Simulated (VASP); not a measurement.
Data:

```yaml
crystal:
  lattice:
    - [3.78966, 0.00000, 0.00000]
    - [0.00000, 3.78966, 0.00000]
    - [0.00000, 0.00000, 3.78966]
  atoms:
    - { symbol: W, position: [0.00000, 0.00000, 0.00000] }
    - { symbol: O, position: [0.00000, 0.00000, 0.50000] }
    - { symbol: O, position: [0.50000, 0.00000, 0.00000] }
    - { symbol: O, position: [0.00000, 0.50000, 0.00000] }
```

These are LDA (Ceperley-Alder, Perdew-Zunger), VASP's LDA PAW potentials (set 64) (plane waves; VASP 6.6.1) values and carry that method's errors. Settings: 520 eV cut-off, 5×5×5 Γ-centred mesh, Gaussian smearing of 0.050 eV, potentials W_sv O.

Problem. Predict the energy per atom (σ→0).

Solution. 
```json
{
 "energy per atom (σ→0)": "-9926 meV/atom"
}
```

The absolute energy has meaning only against runs of the same code, potentials and settings.

The structure comes from a computed database's WO3 entry (Pm-3m); how it stands against other phases isn't given here. It was relaxed first. The start is the result of an earlier pass.
